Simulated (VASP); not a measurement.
Output of a VASP run:

File OSZICAR:
```
       N       E                     dE             d eps       ncg     rms          rms(c)
DAV:   1    -0.380610688274E+02   -0.38061E+02   -0.52534E-05   728   0.312E-02    0.758E-03
DAV:   2    -0.380610628804E+02    0.59469E-05   -0.26456E-05   660   0.326E-02    0.289E-03
DAV:   3    -0.380610626789E+02    0.20149E-06   -0.12619E-06   514   0.844E-03    0.153E-03
DAV:   4    -0.380610625367E+02    0.14221E-06   -0.56798E-07   404   0.463E-03
   1 F= -.38061063E+02 E0= -.38061607E+02  d E =0.163441E-02
```

### OUTCAR
```
------------------------ aborting loop because EDIFF is reached ----------------------------------------
  FORCE on cell =-STRESS in cart. coord.  units (eV):
  Direction    XX          YY          ZZ          XY          YZ          ZX
  --------------------------------------------------------------------------------------
  Total       -0.4883223     -0.4883223     -0.0021333     -0.0000001      0.0000000      0.0000000
  in kB       -1.9823333     -1.9823334     -0.0086603     -0.0000003      0.0000000      0.0000000
  external PRESSURE =      -1.3244423 kB  Pullay stress =       0.0000000 kB
  volume of cell :      394.68
      direct lattice vectors                 reciprocal lattice vectors
     4.238524106  0.000000000  0.000000000     0.235931181  0.136214895  0.000000000
    -2.119261553  3.670669665  0.000000000     0.000000000  0.272429854  0.000000000
     0.000000000  0.000000000 25.367665292     0.000000000  0.000000000  0.039420262
 POSITION                                       TOTAL-FORCE (eV/Angst)
 -----------------------------------------------------------------------------------
      2.11926      1.22356      8.48185         0.000000     -0.000000     -0.005798
     -0.00000      2.44711     11.81073        -0.000000     -0.000000     -0.020272
      0.00000      0.00000     10.06962        -0.000000      0.000000     -0.000742
      0.00000      0.00000     15.29804        -0.000000      0.000000      0.000742
      2.11926      1.22356     13.55694        -0.000000      0.000000      0.020272
     -0.00000      2.44711     16.88581        -0.000000      0.000000      0.005798
     -0.00000      2.44711      9.20579        -0.000000      0.000000      0.007719
      0.00000      0.00000     12.68383        -0.000000      0.000000      0.000000
      2.11926      1.22356     16.16188         0.000000     -0.000000     -0.007719
 -----------------------------------------------------------------------------------
    total drift:                               -0.000000      0.000000      0.000000
  FREE ENERGIE OF THE ION-ELECTRON SYSTEM (eV)
  ---------------------------------------------------
  free  energy   TOTEN  =       -38.0610625367 eV

  energy  without entropy=      -38.0626969503  energy(sigma->0) =      -38.06160734

 total charge

# of ion       s       p       d       tot
------------------------------------------
    1        0.456   0.308   0.000   0.764
    2        0.395   0.351   0.000   0.746
    3        0.399   0.356   0.000   0.755
    4        0.399   0.356   0.000   0.755
    5        0.395   0.351   0.000   0.746
    6        0.456   0.308   0.000   0.764
    7        0.757   0.628   8.560   9.946
    8        0.754   0.684   8.552   9.990
    9        0.757   0.628   8.560   9.946
--------------------------------------------------
tot          4.766   3.972  25.673  34.411
```
(Selected blocks of OUTCAR.)

POSCAR:
```
AuAl2(111) slab
1
    4.2385241058     0.0000000000     0.0000000000
   -2.1192615534     3.6706696649     0.0000000000
    0.0000000000     0.0000000000    25.3676652925
Al Au
6 3
Direct
  0.6666670000   0.3333330000   0.3343568190
  0.3333330000   0.6666670000   0.4655819060
  1.0000000000   0.0000000000   0.3969471742
  0.0000000000   0.0000000000   0.6030528258
  0.6666670000   0.3333330000   0.5344180940
  0.3333330000   0.6666670000   0.6656431810
  0.3333330000   0.6666670000   0.3628945566
  0.0000000000   0.0000000000   0.5000000000
  0.6666670000   0.3333330000   0.6371054434
```

### Question
Reconstruct the remaining input files.

### Answer
One answer among several that fit: the input of the run itself, PBEsol GGA, plane waves, VASP's PBE PAW potentials (set 64).

INCAR:
```
ALGO=Normal
DIPOL=0.5 0.5 0.5
EDIFF=1E-6
ENCUT=400
GGA=PS
IDIPOL=3
ISMEAR=1
LASPH=.True.
LCHARG=.False.
LDIPOL=.True.
LMAXMIX=6
LORBIT=11
LREAL=.False.
LVHAR=.True.
LWAVE=.False.
NELM=100
NELMIN=4
PREC=Normal
SIGMA=0.1
SYSTEM=AuAl2(111) slab
```

File KPOINTS:
```
Automatic mesh
0
Gamma
8 8 1
0 0 0
```

POTCAR, in this order: Al Au (PBE.64 set). Program: vasp_std. Read from the step before: WAVECAR.

The cell is a thin slab with vacuum, built from AuAl2 (fluorite): (111) face.
